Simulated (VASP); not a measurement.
**MgH16Cl2O8: single point with PBE+D3(BJ)**

The system is MgH16Cl2O8.

```
O H Mg Cl
1.0
     6.73866    0.00000    0.00000
     0.00000    6.73866    0.00000
     0.00000    0.00000    6.73866
O H Mg Cl
8 16 1 2
Direct
  0.03124 0.73114 0.39042
  0.07364 0.43096 0.60252
  0.45963 0.35540 0.78407
  0.29929 0.90972 0.83871
  0.43219 0.42848 0.21476
  0.69788 0.93656 0.01677
  0.89001 0.07411 0.58544
  0.34109 0.11019 0.45021
  0.97077 0.85098 0.43397
  0.15847 0.77435 0.34725
  0.04938 0.52277 0.70372
  0.04724 0.52564 0.49620
  0.47729 0.39055 0.92216
  0.49112 0.47058 0.69557
  0.35405 0.92063 0.97447
  0.42008 0.86464 0.77585
  0.28883 0.45310 0.20267
  0.47058 0.52727 0.31750
  0.77769 0.06231 0.03130
  0.76325 0.86100 0.12394
  0.79728 0.03741 0.69603
  0.89203 0.22616 0.58023
  0.37665 0.22083 0.35599
  0.42427 0.99173 0.44067
  0.22579 0.17877 0.71128
  0.06102 0.26881 0.02416
  0.55845 0.72103 0.53488
```

The cell was built by a generator and needn't be a form met in nature.

```
Program             : VASP 6.6.1
Task                : single point
Functional          : PBE
Dispersion          : D3(BJ)
Potentials or basis : VASP PAW PBE potentials, release 64 (O, H, Mg, Cl)
Cutoff              : 520 eV
k mesh              : 1 × 1 × 1
Occupations         : fermi-dirac, width 0.02 eV
Spin                : no spin polarisation
```

| Quantity | Value |
| --- | --- |
| Pressure | 0.9 GPa |
| Largest force | 2.629 eV/Å |
| Band gap on the k mesh | 4.28 eV, direct |
| Dispersion energy per atom | -0.052 eV |

Forces in eV/Å, atoms in the order of the input:
```
O   -0.079 -0.998 -1.007
O    0.155 -1.675 -0.757
O    0.156 -0.356 -0.740
O   -0.133  0.482  1.294
O   -0.445  0.136  0.348
O    0.943  0.786  0.809
O   -0.274  1.188  0.952
O   -0.595  0.520 -0.222
H   -1.020  1.340  0.830
H    1.065  0.256 -0.345
H   -0.262  0.926  2.446
H   -0.011  0.506 -1.431
H    0.133  0.401  0.584
H    0.065 -0.044  0.493
H   -0.550  0.282 -0.205
H    0.744 -0.820 -1.145
H   -0.085 -0.357 -0.568
H    0.536  0.083 -0.004
H   -0.495 -0.475 -0.303
H   -0.409 -0.198 -0.462
H    0.751  0.223 -0.846
H   -0.192 -1.507  0.021
H    0.332 -0.520 -0.041
H    0.560 -0.144 -0.186
Mg  -0.573  0.233  0.516
Cl  -0.395 -0.142  0.115
Cl   0.079 -0.127 -0.145
```

Stress tensor (GPa, compression positive):
```
 0.70 -1.02 -0.77
-1.02  0.16  0.99
-0.77  0.99  1.88
```

Levels at points of the mesh, in eV from the valence-band top:
```
           k point  band 37  band 38  band 39  band 40  band 41  band 42  band 43  band 44
(0.00, 0.00, 0.00)    -0.44    -0.42    -0.11     0.00     4.28     6.96     7.39     7.61
```

Run time: 24 s on 1 thread of Intel(R) Xeon(R) Platinum 8488C (Sapphire Rapids) (shared host), peak memory 0.33 GiB.
